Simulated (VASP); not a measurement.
Write the native input for VASP 6.6.1 that does the following.

* Task: electrostatic potential
* Functional: r2SCAN
* Potentials or basis: VASP PAW PBE potentials, release 64 (Li_sv, F)
* Cutoff: 520 eV
* k mesh: 12 × 12 × 12
* Occupations: gaussian, width 0.02 eV
* Spin: no spin polarisation
* Further INCAR settings: ALGO = Normal; EDIFF = 1e-07

The structure of LiF lies in POSCAR:

```
LiF                                     
1.0
    0.0000000000      2.0270409113      2.0270409113
    2.0270409113      0.0000000000      2.0270409113
    2.0270409113      2.0270409113     -0.0000000000
  Li              F             
     1     1
Direct
     0.0000000000000000    0.0000000000000000    0.0000000000000000
     0.5000000000000000    0.5000000000000000    0.5000000000000000
```

The cell was built by a generator and needn't be a form met in nature.

One way to write it, as run:

INCAR

```
SYSTEM = LiF
ALGO = Normal
EDIFF = 1E-7
ENCUT = 520
ISIF = 2
ISMEAR = 0
KPAR = 4
LASPH = .True.
LCHARG = .True.
LMIXTAU = .True.
LREAL = .False.
LVHAR = .True.
LWAVE = .False.
METAGGA = R2SCAN
NELM = 60
PREC = Accurate
SIGMA = 0.02
```

KPOINTS

```
k-points
0
Gamma
  12 12 12
  0 0 0
```

Potentials or basis: VASP PAW PBE potentials, release 64 (Li_sv, F).

Run with:

```sh
$ cat potpaw_PBE.64/Li_sv/POTCAR potpaw_PBE.64/F/POTCAR > POTCAR
$ mpirun -np 4 vasp_std > vasp.out
```

Results of the run:

The band gap on the k mesh is 10.07 eV, direct.

Wall time 7.5 s on 4 MPI ranks on Intel(R) Xeon(R) 6975P-C (Granite Rapids) (shared host), peak memory 0.13 GiB a rank.
